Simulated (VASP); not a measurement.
Here is the system:

```xyz
2
Lattice="2.7691 0.0000 0.0000 0.0000 2.7691 0.0000 0.0000 0.0000 2.7691" Properties=species:S:1:pos:R:3 pbc="T T T"
Zn     1.3846     1.3846     1.3846
Cu     0.0000     0.0000     0.0000
```

These are PBEsol GGA, VASP's PBE PAW potentials (set 64) (plane waves; VASP 6.6.1) values and carry that method's errors. Run with 500 eV cut-off, 13×13×13 Γ-centred mesh, first-order Methfessel-Paxton smearing of 0.10 eV, potentials Zn Cu.

Energy and stress use the plane-wave basis of the starting cell.

Q: The ions, cell shape and volume at an external pressure of 45.0 GPa are relaxed. Which structure does the run end with?

A: 
```xyz
2
Lattice="2.7243 0.0000 0.0000 0.0000 2.7243 0.0000 0.0000 0.0000 2.7243" Properties=species:S:1:pos:R:3 pbc="T T T"
Zn     1.3621     1.3621     1.3621
Cu     0.0000     0.0000     0.0000
```
Space group Pm-3m (221), at a tolerance of 0.03 Å.

Q: How do energy and volume change from the first to the last step?

A: The energy (σ→0) changes by +117.5 meV/atom and the volume by -4.8 %, in 4 ionic steps.

The compound is CuZn in the CsCl type structure. This run relaxes it under an external pressure of 45 GPa. Symmetry was kept, so distortions that lower it aren't found. The electron count is odd and the run is not spin-polarised, which forces a metal.
